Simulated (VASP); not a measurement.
The system is Os.

```
CELL_PARAMETERS angstrom
2.74613 0.00000 0.00000
-1.37307 2.37822 0.00000
0.00000 0.00000 4.32631
ATOMIC_POSITIONS crystal
Os 0.33333 0.66667 0.25000
Os 0.66667 0.33333 0.75000
```

```yaml
Program: VASP 6.6.1
Task: relaxation of cell and atoms
Functional: RPBE
Potentials_or_basis: VASP PAW PBE potentials, release 64 (Os)
Cutoff: 600 eV
k_mesh: 18 × 18 × 10
Occupations: gaussian, width 0.1 eV
Spin: no spin polarisation
```

At the start: pressure 8.3 GPa; volume 14.13 Å³/atom.

Task: Where does the relaxation end?

Result: Over 9 steps the energy falls by 7.3 meV/atom and the volume is 14.41 Å³/atom (+2.0 %); space group P6_3/mmc (No. 194, to 0.05 Å).

The path:
```
step  energy change (eV)  largest force (eV/Å)  pressure (GPa)  volume (Å³)
   1              0.0000                0.0000            8.27        28.25
   2              0.2152                0.0000          -26.63        31.34
   3             -0.0146                0.0000           -0.32        28.85
   4             -0.0146                0.0000           -0.05        28.83
   5             -0.0146                0.0000            0.11        28.82
   6             -0.0146                0.0000            0.17        28.81
   7             -0.0147                0.0000            0.14        28.81
   8             -0.0146                0.0000           -0.35        28.85
   9             -0.0147                0.0000            0.03        28.82
```

Final structure:
```
Os
1.0
     2.76177    0.00000    0.00000
    -1.38089    2.39176    0.00000
     0.00000    0.00000    4.36323
Os
2
Direct
  0.33333 0.66667 0.25000
  0.66667 0.33333 0.75000
```

Caveat: the PAW data sets were made with another functional, which shifts forces and pressure a little.
